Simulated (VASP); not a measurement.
Input of a VASP 6.6.1 run:

Contents of POSCAR:

```
BiMoI
1.0
    4.0800210000      0.0000000000      0.0000000000
    0.0000000000      4.0800210000      0.0000000000
    0.0000000000      0.0000000000      9.3520560000
Bi Mo I
2 2 2
Direct
    0.2500000000      0.2500000000      0.1335800000
    0.7500000000      0.7500000000      0.8664200000
    0.2500000000      0.7500000000      0.0000000000
    0.7500000000      0.2500000000      0.0000000000
    0.2500000000      0.2500000000      0.6658600000
    0.7500000000      0.7500000000      0.3341400000
```

INCAR.step1

```
PREC     = Accurate       # precision mode
ENCUT    = 520            # plane-wave cutoff, eV
EDIFF    = 1E-5           # SCF threshold, eV
ISMEAR   = -1             # smearing method
SIGMA    = 0.1            # smearing width, eV
LREAL    = F              # projectors in reciprocal space
LASPH    = T              # aspherical terms in the spheres
NELM     = 60             # most SCF steps
ALGO     = Normal         # electronic algorithm
ISIF     = 2              # what is computed and relaxed
LWAVE    = T              # write WAVECAR
GGA      = PE             # functional
NBANDS   = 45             # bands
```

Contents of INCAR.step2:

```
PREC     = Accurate       # precision mode
ENCUT    = 520            # plane-wave cutoff, eV
EDIFF    = 1E-6           # SCF threshold, eV
ISMEAR   = -1             # smearing method
SIGMA    = 0.1            # smearing width, eV
LREAL    = F              # projectors in reciprocal space
LASPH    = T              # aspherical terms in the spheres
NELM     = 60             # most SCF steps
ALGO     = Normal         # electronic algorithm
ISIF     = 2              # what is computed and relaxed
LWAVE    = F              # write WAVECAR
LCHARG   = T              # write CHGCAR
GGA      = PE             # functional
LHFCALC  = T              # exact exchange
AEXX     = 0.25           # exact-exchange fraction
PRECFOCK = Fast         
HFRCUT   = -1           
LELF     = T              # ELF
LVHAR    = T            
ISTART   = 1            
NBANDS   = 45             # bands
```

File KPOINTS:

```
Automatic mesh
0
Gamma
  3 3 1
```

Potentials or basis: VASP PAW PBE potentials, release 64 (Bi_d, Mo_sv, I).

Command:

```sh
$ cat potpaw_PBE.64/Bi_d/POTCAR potpaw_PBE.64/Mo_sv/POTCAR potpaw_PBE.64/I/POTCAR > POTCAR
$ cp INCAR.step1 INCAR
$ mpirun -np 1 vasp_std > vasp.out
$ cp INCAR.step2 INCAR
$ mpirun -np 1 vasp_std > vasp.out
```

(1) Estimate the largest force.

(2) Estimate the pressure.

(3) Predict the band gap on the k mesh.

Results:

(1) 10.437 eV/Å.

(2) 40.6 GPa.

(3) none (metal or under the smearing width).

Caveat: the k mesh is coarse (spacing up to 0.67 Å⁻¹), so the values aren't converged, least of all with exact exchange; a pressure of tens of GPa on the cell as given is suspect, and the run, the potentials or the cell itself is likely at fault; the PAW data sets were made with another functional, which shifts forces and pressure a little; spin-orbit coupling is left out, which moves the levels of the heavy elements; this functional lacks dispersion, which binds the layers, so the pressure and a relaxed spacing across them are unreliable.
